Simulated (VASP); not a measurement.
Consider the following.

```
CELL_PARAMETERS angstrom
      1.66030    -5.12903     0.00000
      1.66030     5.12903     0.00000
      0.00000     0.00000     4.06057
ATOMIC_POSITIONS crystal
  P  0.10557 0.89443 0.92738
  P  0.39443 0.60557 0.42738
  P  0.60557 0.39443 0.57262
  P  0.89443 0.10557 0.07262
```

Level of theory: PBEsol GGA, VASP's PBE PAW potentials (set 64) (plane waves; VASP). Run with 480 eV cut-off, 10×10×8 Γ-centred mesh, first-order Methfessel-Paxton smearing of 0.10 eV, potentials P.

Without a dispersion term in the relaxation, distances and binding between the weakly bound layers, chains or molecules are unreliable, and so is what depends on them.

Give the force on each atom (eV/Å).

| atom | Fx | Fy | Fz |
|---|---|---|---|
| P1 | 0.000 | -0.064 | 0.417 |
| P2 | 0.000 | 0.064 | 0.417 |
| P3 | 0.000 | -0.064 | -0.417 |
| P4 | 0.000 | 0.064 | -0.417 |

Give the stress tensor in GPa (positive for a compressed cell).

```
2.78  0.00  0.00
0.00  0.92  0.00
0.00  0.00  4.29
```
The pressure is its mean diagonal, 2.66 GPa.

The compound is P in the black structure. This cell was strained or had an atom moved on purpose.
